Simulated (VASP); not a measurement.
```yaml
crystal:
  lattice:
    - [0.00000, 2.43500, 2.43500]
    - [2.43500, 0.00000, 2.43500]
    - [2.43500, 2.43500, 0.00000]
  atoms:
    - { symbol: Be, position: [0.00000, 0.00000, 0.00000] }
    - { symbol: S, position: [0.25000, 0.25000, 0.25000] }
```

The base run (VASP): PBE GGA, plane waves, VASP's PBE PAW potentials (set 64). Numerical set-up: 400 eV cut-off, 8×8×8 Γ-centred mesh, Gaussian smearing of 0.050 eV, potentials Be S.

One setting is varied; ΔE counts from the base run. The base run took about 10 core-seconds. The timings are rough (shared machines, no repeats); factors under 2 mean little.

Pressures at a finite cut-off, here 400 eV, hold a Pulay part, which this task's highest cut-off puts under 0.2 GPa.

```csv
setting,cost over the base run,electronic steps,ΔE (meV/atom),pressure (GPa)
KPOINTS 2×2×2 Monkhorst-Pack mesh,about 1/3,12,24.0,0.84
KPOINTS 4×4×4 Monkhorst-Pack mesh,about 1/2,12,0.0,0.38
base run,reference,12,0.0,0.38
KPOINTS 9×9×9 Monkhorst-Pack mesh,within a factor of 2,12,-0.1,0.38
KPOINTS 8×8×8 Monkhorst-Pack mesh,within a factor of 2,12,-0.1,0.38
```

Left out are runs that failed, have no time on record or changed the cell.

The compound is BeS in the zinc blende structure. The cell was not relaxed at this level.
